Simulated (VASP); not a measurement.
Consider the following.

```
AuTe2
1.0
    2.10085     3.61813    -0.00755
    2.10085    -3.61813     0.00755
    0.00000     0.00934    -5.18858
Te Au
2 1
Cartesian
  2.10085  -1.28642  -3.68361
  2.10085   1.29577  -1.50497
  0.00000   0.00000   0.00000
```

Computed with r2SCAN meta-GGA with spin-orbit coupling, VASP's PBE PAW potentials (set 64) (plane waves; VASP). Settings: 400 eV cut-off, 8×8×6 Γ-centred mesh, Gaussian smearing of 0.050 eV, potentials Te Au.

Task: Predict the energy per atom (σ→0), largest force, band gap (over mesh and band path) with the smallest direct gap where there is one.

Result: 
```json
{
  "band gap (over mesh and band path)": "none (metal, semimetal or under 0.01 eV)",
  "energy per atom (σ→0)": "-34.030 eV/atom",
  "largest_force": "0.055 eV/Å"
}
```

The compound is Te2Au in the sg12 structure. It was relaxed first.
